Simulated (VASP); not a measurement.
Crystal: Ge3Pd.

```
CELL_PARAMETERS angstrom
4.14202 0.00000 0.00000
0.00000 4.14202 0.00000
0.00000 0.00000 4.14202
ATOMIC_POSITIONS crystal
Pd 0.00000 0.00000 0.00000
Ge 0.50000 0.50000 0.00000
Ge 0.50000 0.00000 0.50000
Ge 0.00000 0.50000 0.50000
```

The cell comes from a database or a generator and needn't be the stable form of this composition.

| Item | Value |
| --- | --- |
| Program | VASP 6.6.1 |
| Task | single point |
| Functional | PBEsol |
| Potentials or basis | VASP PAW PBE potentials, release 64 (Pd, Ge_d) |
| Cutoff | 520 eV |
| k mesh | 7 × 7 × 7 |
| Occupations | fermi-dirac, width 0.05 eV |
| Spin | no spin polarisation |

On this cell: pressure -4.7 GPa; largest force zero by symmetry; band gap on the k mesh none (metal or under the smearing width).

The same run follows on a disturbed copy (atoms moved at random, drawn with an rms of 0.05 Å):

```
Pd Ge
1.0
     4.14202    0.00000    0.00000
     0.00000    4.14202    0.00000
     0.00000    0.00000    4.14202
Pd Ge
1 3
Direct
  0.00622 0.99586 0.98313
  0.50040 0.49628 0.00006
  0.49946 0.00568 0.49902
  0.00962 0.49349 0.50611
```

Task: What does the disturbed cell give?

Result: The energy (extrapolated to zero smearing) moves by +0.8 meV/atom; pressure -4.5 GPa; largest force 0.133 eV/Å; band gap on the k mesh none (metal or under the smearing width).

Forces in eV/Å, atoms in the order of the input:
```
Pd  -0.023 -0.043 -0.045
Ge   0.062  0.064  0.100
Ge   0.066 -0.092 -0.021
Ge  -0.105  0.071 -0.034
```

Caveats: the PAW data sets were made with another functional, which shifts forces and pressure a little.
